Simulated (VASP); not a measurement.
OSZICAR of a VASP run on MnO2 (rutile):

OSZICAR:
```
       N       E                     dE             d eps       ncg     rms          rms(c)
DAV:   1     0.651343454332E+03    0.65134E+03   -0.28752E+04  7352   0.201E+03
DAV:   2     0.217915433372E+02   -0.62955E+03   -0.59214E+03  7776   0.568E+02
DAV:   3    -0.581740073668E+02   -0.79966E+02   -0.78104E+02  9036   0.192E+02
DAV:   4    -0.613118912052E+02   -0.31379E+01   -0.28906E+01  8334   0.333E+01
DAV:   5    -0.613688454929E+02   -0.56954E-01   -0.56919E-01  7580   0.517E+00    0.432E+01
DAV:   6    -0.567180865323E+02    0.46508E+01   -0.17611E+02  9174   0.120E+02    0.565E+01
DAV:   7    -0.476882534989E+02    0.90298E+01   -0.13775E+02  9306   0.123E+02    0.197E+01
DAV:   8    -0.456647022829E+02    0.20236E+01   -0.91100E+00  7658   0.293E+01    0.818E+00
DAV:   9    -0.453046244800E+02    0.36008E+00   -0.20074E+00  9666   0.147E+01    0.327E+00
DAV:  10    -0.453249171455E+02   -0.20293E-01   -0.20810E-01  7644   0.374E+00    0.177E+00
DAV:  11    -0.453222265673E+02    0.26906E-02   -0.27911E-02  7542   0.180E+00    0.421E-01
DAV:  12    -0.453229929803E+02   -0.76641E-03   -0.37310E-03  8048   0.676E-01    0.216E-01
DAV:  13    -0.453229571211E+02    0.35859E-04   -0.32754E-04  9334   0.212E-01    0.862E-02
DAV:  14    -0.453229852127E+02   -0.28092E-04   -0.86298E-05  8244   0.998E-02    0.321E-02
DAV:  15    -0.453229888844E+02   -0.36717E-05   -0.74464E-05  7832   0.114E-01    0.192E-02
DAV:  16    -0.453229884006E+02    0.48383E-06   -0.14666E-05  7664   0.505E-02    0.741E-03
DAV:  17    -0.453229889315E+02   -0.53085E-06   -0.18902E-06  9256   0.142E-02    0.264E-03
DAV:  18    -0.453229888404E+02    0.91096E-07   -0.49003E-07  6270   0.520E-03
   1 F= -.45322989E+02 E0= -.45323071E+02  d E =-.453230E+02  mag=    -0.0000
       N       E                     dE             d eps       ncg     rms          rms(c)
DAV:   1    -0.453250288440E+02   -0.20399E-02   -0.13842E+00  7200   0.808E+00    0.583E-01
DAV:   2    -0.453259694360E+02   -0.94059E-03   -0.41179E-02  8288   0.164E+00    0.390E-01
DAV:   3    -0.453250546275E+02    0.91481E-03   -0.32919E-03  9950   0.749E-01    0.265E-01
DAV:   4    -0.453245545009E+02    0.50013E-03   -0.20604E-03  9516   0.526E-01    0.124E-01
DAV:   5    -0.453245300752E+02    0.24426E-04   -0.45767E-04  8238   0.236E-01    0.466E-02
DAV:   6    -0.453245306834E+02   -0.60818E-06   -0.27598E-05  7688   0.494E-02    0.280E-02
DAV:   7    -0.453245291899E+02    0.14935E-05   -0.57625E-06  8670   0.205E-02    0.951E-03
DAV:   8    -0.453245294239E+02   -0.23398E-06   -0.19305E-06  8062   0.127E-02    0.342E-03
DAV:   9    -0.453245294087E+02    0.15145E-07   -0.15200E-07  4258   0.484E-03
   2 F= -.45324529E+02 E0= -.45324605E+02  d E =-.154057E-02  mag=     0.0000
       N       E                     dE             d eps       ncg     rms          rms(c)
DAV:   1    -0.453248933402E+02   -0.36392E-03   -0.12134E-01  7200   0.239E+00    0.173E-01
DAV:   2    -0.453249814213E+02   -0.88081E-04   -0.36455E-03  8294   0.494E-01    0.118E-01
DAV:   3    -0.453249037094E+02    0.77712E-04   -0.31321E-04 10030   0.236E-01    0.806E-02
DAV:   4    -0.453248532628E+02    0.50447E-04   -0.18399E-04  9364   0.157E-01    0.350E-02
DAV:   5    -0.453248523233E+02    0.93948E-06   -0.38517E-05  8056   0.641E-02    0.140E-02
DAV:   6    -0.453248524343E+02   -0.11096E-06   -0.21443E-06  7766   0.125E-02    0.828E-03
DAV:   7    -0.453248523936E+02    0.40643E-07   -0.53416E-07  8010   0.656E-03
   3 F= -.45324852E+02 E0= -.45324930E+02  d E =-.186355E-02  mag=    -0.0000
```

Question: Which electronic solver shows in the log?

Answer: It is blocked Davidson (ALGO = Normal, or the opening steps of other solvers). The INCAR had ALGO = Normal.

Question: How was spin treated?

Answer: Collinear spin (ISPIN = 2): the summary line carries one mag value, 0.00 μB in the cell.

Question: Can the final energy be trusted as converged?

Answer: Self-consistency was reached. It stopped with EDIFF = 1E-7, NELM = 100, NSW = 30 and EDIFFG = -0.01 after 3 ionic steps (RPBE GGA, plane waves, VASP's PBE PAW potentials (set 64)).

The compound is MnO2 in the rutile structure. This cell is one point of a volume scan, at 0.97 of the reference volume. Symmetry was kept, so distortions that lower it aren't found.
